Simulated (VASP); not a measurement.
The system is VSi2.

```
CELL_PARAMETERS angstrom
4.53480 0.00000 0.00000
-2.26740 3.92725 0.00000
0.00000 0.00000 6.31890
ATOMIC_POSITIONS crystal
V 0.00000 0.50000 0.16667
V 0.50000 0.50000 0.83333
V 0.50000 0.00000 0.50000
Si 0.83751 0.67501 0.50000
Si 0.16249 0.83751 0.83333
Si 0.67501 0.83751 0.16667
Si 0.16249 0.32499 0.50000
Si 0.83751 0.16249 0.83333
Si 0.32499 0.16249 0.16667
```

The cell comes from a database or a generator and needn't be the stable form of this composition.

```yaml
Program: VASP 6.6.1
Task: relaxation of cell and atoms
Functional: RPBE
Potentials_or_basis: VASP PAW PBE potentials, release 64 (V_sv, Si)
Cutoff: 600 eV
k_mesh: 9 × 9 × 6
Occupations: gaussian, width 0.1 eV
Spin: no spin polarisation
```

At the start: pressure 6.6 GPa; volume 12.50 Å³/atom.

Task: How do energy, volume and symmetry change on relaxing?

Result: Over 8 steps the energy falls by 9.3 meV/atom and the volume is 12.97 Å³/atom (+3.7 %); space group P6_222 (No. 180, to 0.05 Å).

The path:
```tsv
step	energy change (eV)	largest force (eV/Å)	pressure (GPa)	volume (Å³)
1	0.0000	0.0370	6.63	112.54
2	0.0045	0.0299	-5.90	121.18
3	-0.0831	0.0006	0.00	116.68
4	-0.0831	0.0012	0.12	116.60
5	-0.0833	0.0018	0.09	116.63
6	-0.0833	0.0017	0.10	116.63
7	-0.0833	0.0013	-0.07	116.75
8	-0.0833	0.0015	0.01	116.69
```

Final structure:
```xyz
9
Lattice="4.5888 0.0000 0.0000 -2.2944 3.9741 0.0000 0.0000 0.0000 6.3986" Properties=species:S:1:pos:R:3 pbc="T T T"
V    -1.1472    1.9870    1.0664
V     1.1472    1.9870    5.3322
V     2.2944    0.0000    3.1993
Si    2.2944    2.6817    3.1993
Si   -1.1752    3.3279    5.3322
Si    1.1752    3.3279    1.0664
Si    0.0000    1.2924    3.1993
Si    3.4696    0.6462    5.3322
Si    1.1192    0.6462    1.0664
```

Caveat: the PAW data sets were made with another functional, which shifts forces and pressure a little.
